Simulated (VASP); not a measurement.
A run of VASP 6.6.1 is set up as follows.

Contents of INCAR:

```
SYSTEM = Nb2SnCl6
ALGO = Fast
EDIFF = 1E-6
EDIFFG = -0.03
ENCUT = 600
IBRION = 2
ISIF = 3
ISMEAR = -1
LASPH = .True.
LCHARG = .False.
LREAL = .False.
LWAVE = .False.
NELM = 60
NSW = 60
PREC = Accurate
SIGMA = 0.0918
```

KPOINTS

```
k-points
0
Gamma
  6 6 6
  0 0 0
```

File POSCAR:

```
Nb2SnCl6
1.0
    0.0000000000      4.8021700000      4.8021700000
    4.8021700000      0.0000000000      4.8021700000
    4.8021700000      4.8021700000      0.0000000000
Sn Nb Cl
1 2 6
Direct
    0.0000000000      0.0000000000      0.0000000000
    0.2500000000      0.2500000000      0.2500000000
    0.7500000000      0.7500000000      0.7500000000
    0.7600000000      0.2400000000      0.2400000000
    0.2400000000      0.7600000000      0.2400000000
    0.2400000000      0.7600000000      0.7600000000
    0.7600000000      0.2400000000      0.7600000000
    0.2400000000      0.2400000000      0.7600000000
    0.7600000000      0.7600000000      0.2400000000
```

Potentials or basis: VASP PAW LDA potentials, release 64 (Sn_d, Nb_sv, Cl).

Command:

```sh
$ cat potpaw_LDA.64/Sn_d/POTCAR potpaw_LDA.64/Nb_sv/POTCAR potpaw_LDA.64/Cl/POTCAR > POTCAR
$ mpirun -np 1 vasp_std > vasp.out
```

Question: Estimate the relaxed cell.

Answer: a = 6.394 Å, b = 6.394 Å, c = 6.394 Å, α = 60.00°, β = 60.00°, γ = 60.00°.

Question: Predict the relaxed volume.

Answer: 20.54 Å³/atom.

Question: Estimate the band gap on the k mesh.

Answer: None (metal or under the smearing width).

Forces on the atoms (eV/Å):
```
Sn   0.000  0.000  0.000
Nb   0.000  0.000  0.000
Nb   0.000  0.000  0.000
Cl   0.015  0.000  0.000
Cl   0.000  0.015  0.000
Cl  -0.015  0.000  0.000
Cl   0.000 -0.015  0.000
Cl   0.000  0.000  0.015
Cl   0.000  0.000 -0.015
```

Caveat: the volume moved by over 15 % at a fixed basis, so the end points are rough.
